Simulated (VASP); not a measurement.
Runs of VASP 6.6.1 on MgO (Periclase). Symmetry: Fm-3m, No. 225, cubic system. The conventional cell has a = 4.143 Å, b = 4.143 Å, c = 4.143 Å, α = 90.00°, β = 90.00°, γ = 90.00°. Mg (site symmetry m-3m) is surrounded by 6 O at 2.07 Å. O (site symmetry m-3m) has 6 Mg at 2.07 Å as nearest neighbours. 

```csv
task,level,potentials or basis,cell,target pressure,gap on the mesh (eV),pressure (GPa)
relaxation of the atoms,LDA,"VASP PAW LDA potentials, release 64 (Mg, O)",atoms relaxed from: a relaxed cell with its volume scaled by 1.02,-,4.95,-3.4
relaxation of cell and atoms,LDA,"VASP PAW LDA potentials, release 64 (Mg, O)",relaxed,-,5.16,0.1
relaxation of cell and atoms,LDA,"VASP PAW LDA potentials, release 64 (Mg, O)",relaxed to 0.61 GPa,0.61 GPa,(b),0.7
relaxation of the atoms,LDA,"VASP PAW LDA potentials, release 64 (Mg, O)",atoms relaxed,-,5.16,0.1
relaxation of the atoms,LDA,"VASP PAW LDA potentials, release 64 (Mg, O)",atoms relaxed from: a relaxed cell with its volume scaled by 0.96,-,5.59,8.1
relaxation of cell and atoms,PBEsol,"VASP PAW PBE potentials, release 64 (Mg, O)",relaxed to 12 GPa,12 GPa,5.32,12.0
relaxation of the atoms,LDA,"VASP PAW LDA potentials, release 64 (Mg, O)",atoms relaxed from: a relaxed cell with its volume scaled by 1.06,-,4.57,-9.2
relaxation of the atoms,LDA,"VASP PAW LDA potentials, release 64 (Mg, O)",atoms relaxed from: a relaxed cell with its volume scaled by 0.94,-,(a),12.7
```

Alike in all rows: no spin polarisation; k mesh 12 × 12 × 12; cutoff (eV) 600; smearing gaussian 0.03 eV.

Task: Estimate the missing entries.

Result: (a) 5.82; (b) 5.19.

Caveats: the relaxation stopped at its first step, so nothing moved; the cell is relaxed towards a set pressure, so the enthalpy falls and the energy may rise (some runs); the PAW data sets were made with another functional, which shifts forces and pressure a little (some runs).

A k mesh can miss the band edges.

Runs at the PBE level aren't shown here.
